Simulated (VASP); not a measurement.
All values below come from LDA (Ceperley-Alder, Perdew-Zunger), VASP's LDA PAW potentials (set 64) (plane waves; VASP).

Input for VASP

File POSCAR:
```
SrTiO3
3.8998930
  1.0000000634   0.0000000000   0.0000000000
  0.0000000000   1.0000000634   0.0000000000
  0.0000000000   0.0000000000   1.0000000634
Sr Ti O
1 1 3
direct
  0.0000000000   0.0000000000   0.0000000000
  0.5000000000   0.5000000000   0.5000000000
  0.5000000000   0.0000000000   0.5000000000
  0.0000000000   0.5000000000   0.5000000000
  0.5000000000   0.5000000000   0.0000000000
```

### INCAR
```
ALGO = Normal
EDIFF = 1E-7
ENCUT = 520
ISIF = 2
ISMEAR = 0
LASPH = .True.
LCHARG = .False.
LMAXMIX = 4
LREAL = .False.
LWAVE = .False.
NELM = 100
PREC = Accurate
SIGMA = 0.05
SYSTEM = SrTiO3
```

### KPOINTS
```
Automatic mesh
0
Gamma
7 7 7
0 0 0
```

POTCAR, in this order: Sr_sv Ti_sv O (LDA.64 set). Program: vasp_std.

The run wrote:

OSZICAR:
```
       N       E                     dE             d eps       ncg     rms          rms(c)
DAV:   1     0.446928477413E+03    0.44693E+03   -0.22050E+04   960   0.185E+03
DAV:   2    -0.528487840013E+01   -0.45221E+03   -0.44224E+03  1104   0.498E+02
DAV:   3    -0.522507472067E+02   -0.46966E+02   -0.45763E+02  1416   0.149E+02
DAV:   4    -0.541184143455E+02   -0.18677E+01   -0.18667E+01  1352   0.276E+01
DAV:   5    -0.541752430348E+02   -0.56829E-01   -0.56826E-01  1368   0.382E+00    0.274E+01
DAV:   6    -0.443631230666E+02    0.98121E+01   -0.66299E+01  1448   0.746E+01    0.175E+01
DAV:   7    -0.442747515050E+02    0.88372E-01   -0.92811E+00  1144   0.242E+01    0.110E+01
DAV:   8    -0.442704539232E+02    0.42976E-02   -0.22320E+00  1248   0.161E+01    0.322E+00
DAV:   9    -0.441525227299E+02    0.11793E+00   -0.59419E-01  1184   0.792E+00    0.902E-01
DAV:  10    -0.441558513216E+02   -0.33286E-02   -0.11224E-01  1328   0.242E+00    0.794E-01
DAV:  11    -0.441488794842E+02    0.69718E-02   -0.70617E-02  1464   0.220E+00    0.229E-01
DAV:  12    -0.441482997460E+02    0.57974E-03   -0.38676E-03  1216   0.682E-01    0.783E-02
DAV:  13    -0.441482731717E+02    0.26574E-04   -0.49220E-04  1256   0.148E-01    0.431E-02
DAV:  14    -0.441482711998E+02    0.19719E-05   -0.48461E-05  1424   0.446E-02    0.113E-02
DAV:  15    -0.441482698047E+02    0.13951E-05   -0.72109E-06  1304   0.262E-02    0.509E-03
DAV:  16    -0.441482694692E+02    0.33549E-06   -0.14421E-06  1472   0.118E-02    0.280E-03
DAV:  17    -0.441482694364E+02    0.32831E-07   -0.51628E-07  1152   0.922E-03
   1 F= -.44148269E+02 E0= -.44148269E+02  d E =-.277532E-11
```

**OUTCAR**
```
------------------------ aborting loop because EDIFF is reached ----------------------------------------
  FORCE on cell =-STRESS in cart. coord.  units (eV):
  Direction    XX          YY          ZZ          XY          YZ          ZX
  --------------------------------------------------------------------------------------
  Total       -2.0823807     -2.0823807     -2.0823807     -0.0000000     -0.0000000      0.0000000
  in kB      -56.2487084    -56.2487084    -56.2487084     -0.0000000     -0.0000000      0.0000000
  external PRESSURE =     -56.2487084 kB  Pullay stress =       0.0000000 kB
  volume of cell :       59.31
      direct lattice vectors                 reciprocal lattice vectors
     3.899893247  0.000000000  0.000000000     0.256417275  0.000000000  0.000000000
     0.000000000  3.899893247  0.000000000     0.000000000  0.256417275  0.000000000
     0.000000000  0.000000000  3.899893247     0.000000000  0.000000000  0.256417275
 POSITION                                       TOTAL-FORCE (eV/Angst)
 -----------------------------------------------------------------------------------
      0.00000      0.00000      0.00000         0.000000      0.000000      0.000000
      1.94995      1.94995      1.94995         0.000000      0.000000      0.000000
      1.94995      0.00000      1.94995         0.000000      0.000000      0.000000
      0.00000      1.94995      1.94995         0.000000      0.000000      0.000000
      1.94995      1.94995      0.00000         0.000000      0.000000      0.000000
 -----------------------------------------------------------------------------------
    total drift:                                0.000000      0.000000     -0.000000
  FREE ENERGIE OF THE ION-ELECTRON SYSTEM (eV)
  ---------------------------------------------------
  free  energy   TOTEN  =       -44.1482694364 eV

  energy  without entropy=      -44.1482694364  energy(sigma->0) =      -44.14826944
```
(Selected blocks of OUTCAR.)

The compound is SrTiO3 in the cubic perovskite structure, the ideal cubic form; the compound distorts at low or room temperature. This cell is one point of a volume scan, at 1.03 of the reference volume.
